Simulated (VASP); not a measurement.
The cell holds one CaSe (rock salt) (110) slab, with vacuum along c, ions free to move until forces fall under 0.03 eV/Å, no reconstruction beyond this cell, dipole correction on. Ionisation potential and electron affinity count from the cell's own band edges, surface states included.

Here is the system:

```
CELL_PARAMETERS angstrom
      4.15496     0.00000     0.00000
      0.00000     5.87600     0.00000
      0.00000     0.00000    27.35339
ATOMIC_POSITIONS crystal
  Ca 0.00000 0.00000 0.31732
  Ca 0.50000 0.50000 0.38127
  Ca 0.00000 0.00000 0.46468
  Ca 0.50000 0.50000 0.53532
  Ca 0.00000 0.00000 0.61873
  Ca 0.50000 0.50000 0.68268
  Se 0.50000 0.00000 0.38663
  Se 0.00000 0.50000 0.30820
  Se 0.50000 0.00000 0.53889
  Se 0.00000 0.50000 0.46111
  Se 0.50000 0.00000 0.69180
  Se 0.00000 0.50000 0.61337
```

Computed with PBEsol GGA, VASP's PBE PAW potentials (set 64) (plane waves; VASP 6.6.1). Numerical set-up: 400 eV cut-off, 5×4×1 Γ-centred mesh, Gaussian smearing of 0.050 eV, potentials Ca_sv Se.

Slab and bulk use different k-meshes, so the surface energy is good to a few per cent at best.

Q: Predict its surface energy, ionisation potential, electron affinity.

A: 
```
Quantity                   Value
--------------------  ----------
surface energy        0.87 J/m^2
ionisation potential     4.41 eV
electron affinity        2.62 eV
```

The cell is a thin slab with vacuum, built from CaSe (rock salt): (110) face.
